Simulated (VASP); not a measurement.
These are PBE GGA, VASP's PBE PAW potentials (set 64) (plane waves; VASP 6.6.1) values and carry that method's errors.

The input files of a VASP run:

### POSCAR
```
Tc
1
    1.3665713393    -2.3669713866    -0.0000000000
    1.3665713393     2.3669713866    -0.0000000000
    0.0000000000     0.0000000000     4.3782875817
Tc
2
Direct
  0.3333330000   0.6666670000   0.2500000000
  0.6666670000   0.3333330000   0.7500000000
```

INCAR:
```
SYSTEM=Tc
PREC=Accurate; ENCUT=480; LREAL=.FALSE.
LASPH=.TRUE.
EDIFF=1E-7; NELM=100; ALGO=Normal
LMAXMIX=4
ISMEAR=1; SIGMA=0.1
GGA=PE
IBRION=2; NSW=40; ISIF=3
EDIFFG=-0.01; PSTRESS=50
LWAVE=.FALSE.; LCHARG=.FALSE.
```

**KPOINTS**
```
Automatic mesh
0
Gamma
14 14 8
0 0 0
```

POTCAR, in this order: Tc_pv (PBE.64 set). Program: vasp_std.

The resulting files:

OSZICAR:
```
       N       E                     dE             d eps       ncg     rms          rms(c)
DAV:   1     0.302109490344E+03    0.30211E+03   -0.16199E+04  4096   0.152E+03
DAV:   2    -0.143930288791E+02   -0.31650E+03   -0.31345E+03  4592   0.446E+02
DAV:   3    -0.220693360167E+02   -0.76763E+01   -0.74693E+01  4888   0.797E+01
DAV:   4    -0.221323681240E+02   -0.63032E-01   -0.62972E-01  4581   0.747E+00
DAV:   5    -0.221329003168E+02   -0.53219E-03   -0.53209E-03  4587   0.656E-01    0.241E+01
DAV:   6    -0.208532153790E+02    0.12797E+01   -0.30735E+00  4335   0.175E+01    0.759E+00
DAV:   7    -0.207005944024E+02    0.15262E+00   -0.59793E-01  4661   0.700E+00    0.894E-01
DAV:   8    -0.206914152602E+02    0.91791E-02   -0.11193E-02  4182   0.117E+00    0.286E-01
DAV:   9    -0.206913991001E+02    0.16160E-04   -0.49913E-04  4797   0.199E-01    0.208E-02
DAV:  10    -0.206913935877E+02    0.55123E-05   -0.13019E-05  4305   0.321E-02    0.813E-03
DAV:  11    -0.206913928898E+02    0.69793E-06   -0.45166E-07  4223   0.757E-03    0.842E-04
DAV:  12    -0.206913925786E+02    0.31119E-06   -0.41881E-08  2129   0.165E-03    0.184E-04
DAV:  13    -0.206913925356E+02    0.42965E-07   -0.62084E-09  2063   0.591E-04
   1 F= -.19807460E+02 E0= -.19807084E+02  d E =-.198075E+02
```

OUTCAR:
```
------------------------ aborting loop because EDIFF is reached ----------------------------------------
  FORCE on cell =-STRESS in cart. coord.  units (eV):
  Direction    XX          YY          ZZ          XY          YZ          ZX
  --------------------------------------------------------------------------------------
  Total        0.8654613      0.8654616      0.8657460      0.0000000     -0.0000000     -0.0000000
  in kB       48.9551807     48.9551971     48.9712840      0.0000000     -0.0000000     -0.0000000
  external PRESSURE =      -1.0394461 kB  Pullay stress =      50.0000000 kB
  volume of cell :       28.32
      direct lattice vectors                 reciprocal lattice vectors
     1.366571339 -2.366971387  0.000000000     0.365879179 -0.211240407  0.000000000
     1.366571339  2.366971387  0.000000000     0.365879179  0.211240407  0.000000000
     0.000000000  0.000000000  4.378287582     0.000000000  0.000000000  0.228399798
 POSITION                                       TOTAL-FORCE (eV/Angst)
 -----------------------------------------------------------------------------------
      1.36657      0.78899      1.09457        -0.000000     -0.000000      0.000000
      1.36657     -0.78899      3.28372         0.000000      0.000000      0.000000
 -----------------------------------------------------------------------------------
    total drift:                               -0.000000      0.000613     -0.000043
  FREE ENERGIE OF THE ION-ELECTRON SYSTEM (eV)
  ---------------------------------------------------
  free  energy   TOTEN  =       -20.6913925356 eV

  energy  without entropy=      -20.6902635521  energy(sigma->0) =      -20.69101621
  enthalpy is  TOTEN    =       -19.8074602071 eV   P V=        0.8839323286

 reached required accuracy - stopping structural energy minimisation
```
(Selected blocks of OUTCAR.)

The compound is Tc in the hcp structure. It was relaxed first under an external pressure of 5 GPa.
